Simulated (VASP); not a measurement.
VASP input:

### INCAR
```
SYSTEM = Zr
PREC = Accurate
ENCUT = 520
EDIFF = 1E-6
NELM = 100
ALGO = Normal
LREAL = .FALSE.
LASPH = .TRUE.
ISMEAR = 1
SIGMA = 0.1
GGA = PE
IVDW = 12
LMAXMIX = 4
LWAVE = .FALSE.
LCHARG = .FALSE.
IBRION = 2
ISIF = 3
NSW = 60
EDIFFG = -0.01
```

### POSCAR
```
Zr
1
    1.5897153766    -2.7534677502     0.0000000000
    1.5897153766     2.7534677502    -0.0000000000
   -0.0000000000    -0.0000000000     5.1252327099
Zr
2
Direct
  0.3333330000   0.6666670000   0.2500000000
  0.6666670000   0.3333330000   0.7500000000
```

**KPOINTS**
```
kpoints
0
Gamma
  12 12 7
```

POTCAR, in this order: Zr_sv (PBE.64 set). Program: vasp_std.

Task: Write an equivalent input for Quantum ESPRESSO's pw.x.

Result: One equivalent input (not run):
```
&CONTROL
  calculation = 'vc-relax'
  pseudo_dir = './pseudo'
  outdir = './out'
  tprnfor = .true.
  tstress = .true.
  nstep = 60
  forc_conv_thr = 0.00039
/
&SYSTEM
  ibrav = 0
  nat = 2
  ntyp = 1
  ecutwfc = 66
  occupations = 'smearing'
  smearing = 'methfessel-paxton'
  degauss = 0.00735
  input_dft = 'pbe'
  vdw_corr = 'grimme-d3'
  dftd3_version = 4
  dftd3_threebody = .false.
/
&ELECTRONS
  conv_thr = 7.3e-08
  electron_maxstep = 100
/
&IONS
/
&CELL
/
ATOMIC_SPECIES
  Zr 91.224 Zr.upf
CELL_PARAMETERS angstrom
     1.5897154   -2.7534678    0.0000000
     1.5897154    2.7534678   -0.0000000
    -0.0000000   -0.0000000    5.1252327
ATOMIC_POSITIONS crystal
  Zr   0.3333330  0.6666670  0.2500000
  Zr   0.6666670  0.3333330  0.7500000
K_POINTS automatic
  12 12 7 0 0 0
```
What does not carry over: the potentials are each code's own (VASP's PAW set, PseudoDojo norm-conserving files in pw.x), so ENCUT and ecutwfc are chosen apart and not converted; conv_thr bounds pw.x's estimated SCF error, while EDIFF bounds the energy change between steps; forc_conv_thr acts on force components and is met together with etot_conv_thr.

The compound is Zr in the hcp structure. It was relaxed first. The start is the result of an earlier pass.
